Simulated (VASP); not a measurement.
# Cd (hcp): computed properties

Calculation: LDA (Ceperley-Alder, Perdew-Zunger), VASP's LDA PAW potentials (set 64) (plane waves; VASP 6.6.1).

```json
{
 "space_group": "P6_3/mmc (194)",
 "cell": "a = 2.914 Å, b = 2.914 Å, c = 5.395 Å, α = 90.00°, β = 90.00°, γ = 120.00°",
 "volume_per_atom": "19.84 Å³/atom",
 "band gap (over mesh and band path)": "none (metal, semimetal or under 0.01 eV)",
 "band_gap_with_spin_orbit_coupling": "none (metallic)",
 "density": "9.41 g/cm³"
}
```

```yaml
crystal:
  lattice:
    - [1.45713, -2.52383, 0.00000]
    - [1.45713, 2.52383, 0.00000]
    - [0.00000, 0.00000, 5.39538]
  atoms:
    - { symbol: Cd, position: [0.33333, 0.66667, 0.25000] }
    - { symbol: Cd, position: [0.66667, 0.33333, 0.75000] }
```

Measured: a 2.979 Å at 293 K (computed value off by -2.2 %), c 5.617 Å at 293 K (computed value off by -3.9 %), as given by Wikipedia, Cadmium (infobox). The calculation is for a static lattice, while the measured a, c hold thermal and zero-point effects, which are part of the difference.

The compound is Cd in the hcp structure. It was relaxed first, which changed the volume by -8 %. Symmetry was kept, so distortions that lower it aren't found.
